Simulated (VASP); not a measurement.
Data:

```yaml
crystal:
  lattice:
    - [0.00000, 2.01522, 2.01522]
    - [2.01522, 0.00000, 2.01522]
    - [2.01522, 2.01522, 0.00000]
  atoms:
    - { symbol: Al, position: [0.00000, 0.00000, 0.00000] }
```

The numbers are results of PBE GGA, VASP's PBE PAW potentials (set 64) (plane waves; VASP), not measurements. Run with 300 eV cut-off, 10×10×10 Γ-centred mesh, Fermi-Dirac smearing of 0.10 eV, potentials Al.

Q: Estimate the energy per atom (σ→0), band gap (on the k-mesh) with the smallest direct gap where there is one.

A: 
| Quantity | Result |
|---|---|
| band gap (on the k-mesh) | none (metal, semimetal or under 0.01 eV) |
| energy per atom (σ→0) | -3.724 eV/atom |

Only differences to runs with the same potentials and settings are physical.

The structure comes from a computed database's Al entry; how it stands against other phases isn't given here. The cell was not relaxed at this level.
